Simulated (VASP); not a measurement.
VASP ran on this input.

### POSCAR
```
TiC
1
    0.0000000000     2.1992450000     2.1808930000
    2.2162630000     0.0000000000     2.1808930000
    2.2162630000     2.1992450000     0.0000000000
Ti C
1 1
Direct
  0.0000000000   0.0000000000   0.0000000000
  0.4780250000   0.5219750000   0.5219750000
```

**INCAR**
```
SYSTEM = TiC
PREC = Accurate; ENCUT = 520; LREAL = .False.
LASPH = .True.
EDIFF = 1E-6; NELM = 100; ALGO = Normal
LMAXMIX = 4
ISMEAR = 1; SIGMA = 0.1
GGA = PE
LDAUL = 2 -1
LDAUU = 5.0 0
LDAUJ = 0 0
LDAU = .True.; LDAUTYPE = 2; LDAUPRINT = 1
ISIF = 2
LWAVE = .False.; LCHARG = .False.; LORBIT = 10
```

**KPOINTS**
```
Automatic mesh
0
Gamma
13 13 13
0 0 0
```

POTCAR, in this order: Ti_sv C (PBE.64 set). Program: vasp_std.

Translate this PBE+U calculation to Ansatz.

One equivalent input (not run):
Ansatz 0.2 input:
```yaml
crystal:
  lattice:
    - [0.0000000, 2.1992450, 2.1808930]
    - [2.2162630, 0.0000000, 2.1808930]
    - [2.2162630, 2.1992450, 0.0000000]
  atoms:
    - { symbol: Ti, position: [0.0000000, 0.0000000, 0.0000000] }
    - { symbol: C, position: [0.4780250, 0.5219750, 0.5219750] }
kpoints:
  mp_grid: { grid: [13, 13, 13] }
hamiltonian:
  xc: pbe
  pseudopotentials: { kind: paw }
  hubbard:
    sites:
      - { species: Ti, l: d, u_eff: 5 }
scf:
  occupations: { method: methfessel_paxton, width: 0.1 }
  max_iter: 100
output: { forces: true, stress: true, eigenvalues: true }
```
Limits of the translation: each code has its own PAW files, so the cut-off isn't converted (ENCUT is set for VASP's; basis.ecutwfc is left out, and Ansatz then takes the one that its files recommend); Ansatz stops its SCF on the density residual and VASP on the energy change (EDIFF); the +U projectors differ, so the same U acts differently.

The compound is TiC in the rock salt structure. The cell was not relaxed at this level, atoms are displaced from their ideal sites. The run is one of a series of settings (LDAU = .TRUE., LDAUJ = 0 0, LDAUL = 2 -1, LDAUTYPE = 2, LDAUU = 5.0 0 against the base run), some of them coarse on purpose.
